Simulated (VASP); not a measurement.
Level of theory: LDA (Ceperley-Alder, Perdew-Zunger), VASP's LDA PAW potentials (set 64) (plane waves; VASP).

VASP ran on this input.

**INCAR**
```
# general
SYSTEM  = BaTiO3
PREC    = Accurate
ENCUT   = 520
LREAL   = .FALSE.
LASPH   = .TRUE.   # aspherical one-centre terms

# electronic loop
EDIFF   = 1E-6
NELM    = 100   # most electronic steps
ALGO    = Normal   # blocked Davidson
LMAXMIX = 4

# smearing
ISMEAR  = 0   # Gaussian
SIGMA   = 0.05

# ions
IBRION  = 2   # conjugate gradients
NSW     = 60   # most ionic steps
ISIF    = 3   # ions, shape and volume
EDIFFG  = -0.02   # ionic stop

# output
LWAVE   = .FALSE.
LCHARG  = .FALSE.
```

### POSCAR
```
BaTiO3
1
    3.9396557841     0.0000000000     0.0000000000
    0.0000000000     3.9396557841    -0.0000000000
    0.0000000000     0.0000000000     4.0036580487
Ba Ti O
1 1 3
Direct
  0.0000000000   1.0000000000   0.0002839199
  0.5000000000   0.5000000000   0.5147201621
  0.5000000000   0.5000000000   0.9771306845
  0.0000000000   0.5000000000   0.4859326167
  0.5000000000   1.0000000000   0.4859326167
```

### KPOINTS
```
Automatic mesh
0
Gamma
5 5 5
0 0 0
```

POTCAR, in this order: Ba_sv Ti_sv O (LDA.64 set). Program: vasp_std.

The run wrote:

**OUTCAR**
```
 ion  position               nearest neighbor table
   1  0.000  0.000  0.000-   4 2.77   5 2.77   4 2.77   5 2.77   3 2.79   3 2.79   3 2.79   3 2.79
                             4 2.85   5 2.85   5 2.85   4 2.85   2 3.40   2 3.40   2 3.40   2 3.40
   2  0.500  0.500  0.515-   3 1.85   4 1.97   5 1.97   5 1.97   4 1.97   3 2.15   1 3.40   1 3.40
                             1 3.40   1 3.40   1 3.46   1 3.46   1 3.46   1 3.46
   3  0.500  0.500  0.977-   2 1.85   2 2.15   1 2.79   1 2.79   1 2.79   1 2.79
   4  0.000  0.500  0.486-   2 1.97   2 1.97   1 2.77   1 2.77   1 2.85   1 2.85
   5  0.500  0.000  0.486-   2 1.97   2 1.97   1 2.77   1 2.77   1 2.85   1 2.85
  LATTYP: Found a simple tetragonal cell.
 ALAT       =     3.9396557841
 C/A-ratio  =     1.0162456489
 Subroutine PRICEL returns:
 Original cell was already a primitive cell.
 Subroutine GETGRP returns: Found  8 space group operations
The static configuration has the point symmetry C_4v.
The dynamic configuration has the point symmetry C_4v.
 Subroutine INISYM returns: Found  8 space group operations
 Subroutine IBZKPT returns following result:
 Found     18 irreducible k-points:

 Following reciprocal coordinates:
            Coordinates               Weight
  0.000000  0.000000  0.000000      1.000000
  0.200000  0.000000  0.000000      4.000000
  0.400000  0.000000  0.000000      4.000000
  0.200000  0.200000  0.000000      4.000000
  0.400000  0.200000  0.000000      8.000000
  0.400000  0.400000  0.000000      4.000000
  0.000000  0.000000  0.200000      2.000000
  0.200000  0.000000  0.200000      8.000000
  0.400000  0.000000  0.200000      8.000000
  0.200000  0.200000  0.200000      8.000000
  0.400000  0.200000  0.200000     16.000000
  0.400000  0.400000  0.200000      8.000000
  0.000000  0.000000  0.400000      2.000000
  0.200000  0.000000  0.400000      8.000000
  0.400000  0.000000  0.400000      8.000000
  0.200000  0.200000  0.400000      8.000000
  0.400000  0.200000  0.400000     16.000000
  0.400000  0.400000  0.400000      8.000000
...
```

**OSZICAR**
```
       N       E                     dE             d eps       ncg     rms          rms(c)
DAV:   1     0.455594212306E+03    0.45559E+03   -0.21750E+04   864   0.183E+03
DAV:   2    -0.107875242518E+02   -0.46638E+03   -0.45919E+03  1072   0.492E+02
DAV:   3    -0.527146220469E+02   -0.41927E+02   -0.41316E+02  1232   0.144E+02
DAV:   4    -0.545182015140E+02   -0.18036E+01   -0.18025E+01  1248   0.266E+01
DAV:   5    -0.545735698741E+02   -0.55368E-01   -0.55367E-01  1200   0.351E+00    0.242E+01
DAV:   6    -0.444144501707E+02    0.10159E+02   -0.72171E+01  1328   0.790E+01    0.105E+01
DAV:   7    -0.443460597437E+02    0.68390E-01   -0.11646E+01  1128   0.258E+01    0.703E+00
DAV:   8    -0.441670618997E+02    0.17900E+00   -0.12162E+00  1160   0.111E+01    0.244E+00
DAV:   9    -0.441727614346E+02   -0.56995E-02   -0.20151E-01  1080   0.318E+00    0.101E+00
DAV:  10    -0.441645358103E+02    0.82256E-02   -0.90232E-02  1192   0.280E+00    0.507E-01
DAV:  11    -0.441621235164E+02    0.24123E-02   -0.19186E-02  1224   0.969E-01    0.109E-01
DAV:  12    -0.441619715965E+02    0.15192E-03   -0.11906E-03  1064   0.336E-01    0.366E-02
DAV:  13    -0.441619653466E+02    0.62500E-05   -0.43380E-04  1208   0.192E-01    0.354E-02
DAV:  14    -0.441619495863E+02    0.15760E-04   -0.73355E-05  1040   0.603E-02    0.117E-02
DAV:  15    -0.441619481697E+02    0.14166E-05   -0.18537E-05  1184   0.310E-02    0.263E-03
DAV:  16    -0.441619480179E+02    0.15180E-06   -0.13272E-06   488   0.110E-02
   1 F= -.44161948E+02 E0= -.44161948E+02  d E =-.441619E+02
       N       E                     dE             d eps       ncg     rms          rms(c)
DAV:   1    -0.441619589154E+02   -0.10746E-04   -0.30467E-02   960   0.204E+00    0.112E-01
DAV:   2    -0.441620217503E+02   -0.62835E-04   -0.22705E-03   936   0.348E-01    0.560E-02
DAV:   3    -0.441620003591E+02    0.21391E-04   -0.21429E-04  1312   0.123E-01    0.112E-02
DAV:   4    -0.441620017430E+02   -0.13839E-05   -0.22853E-05  1176   0.374E-02    0.863E-03
DAV:   5    -0.441620029299E+02   -0.11868E-05   -0.52152E-06  1120   0.147E-02    0.656E-03
DAV:   6    -0.441620037089E+02   -0.77899E-06   -0.18470E-06   752   0.918E-03
   2 F= -.44162004E+02 E0= -.44162004E+02  d E =-.556910E-04
```

OUTCAR:
```
------------------------ aborting loop because EDIFF is reached ----------------------------------------
  FORCE on cell =-STRESS in cart. coord.  units (eV):
  Direction    XX          YY          ZZ          XY          YZ          ZX
  --------------------------------------------------------------------------------------
  Total       -0.0259241     -0.0259241     -0.0819922      0.0000000     -0.0000000      0.0000000
  in kB       -0.6678878     -0.6678878     -2.1123806      0.0000000     -0.0000000      0.0000000
  external PRESSURE =      -1.1493854 kB  Pullay stress =       0.0000000 kB
  volume of cell :       62.19
      direct lattice vectors                 reciprocal lattice vectors
     3.940862417  0.000000000  0.000000000     0.253751564  0.000000000  0.000000000
     0.000000000  3.940862417  0.000000000     0.000000000  0.253751564 -0.000000000
     0.000000000  0.000000000  4.004315918     0.000000000  0.000000000  0.249730546
 POSITION                                       TOTAL-FORCE (eV/Angst)
 -----------------------------------------------------------------------------------
      3.94086      0.00000      0.00158        -0.000000      0.000000      0.002242
      1.97043      1.97043      2.05972         0.000000     -0.000000     -0.006311
      1.97043      1.97043      3.91442         0.000000      0.000000      0.003326
      3.94086      1.97043      1.94545         0.000000      0.000000      0.000372
      1.97043      0.00000      1.94545         0.000000      0.000000      0.000372
 -----------------------------------------------------------------------------------
    total drift:                                0.000000      0.000000     -0.000033
  FREE ENERGIE OF THE ION-ELECTRON SYSTEM (eV)
  ---------------------------------------------------
  free  energy   TOTEN  =       -44.1620037089 eV

  energy  without entropy=      -44.1620037089  energy(sigma->0) =      -44.16200371

 reached required accuracy - stopping structural energy minimisation
```
(Selected blocks of OUTCAR.)

**CONTCAR**
```
BaTiO3
   1.00000000000000
     3.9408624169491349    0.0000000000000000    0.0000000000000000
     0.0000000000000000    3.9408624169491349    0.0000000000000000
     0.0000000000000000    0.0000000000000000    4.0043159176409997
  Ba              Ti              O
     1     1     3
Direct
     1.0000000000000000    0.0000000000000000    0.0003952609933351
     0.5000000000000000    0.5000000000000000    0.5143751257617977
     0.5000000000000000    0.5000000000000000    0.9775513572970742
     1.0000000000000000    0.5000000000000000    0.4858391279238914
     0.5000000000000000    0.0000000000000000    0.4858391279238914
```

The compound is BaTiO3 in the tetragonal perovskite structure. This run relaxes it. Symmetry was kept, so distortions that lower it aren't found. The start is the result of an earlier pass.
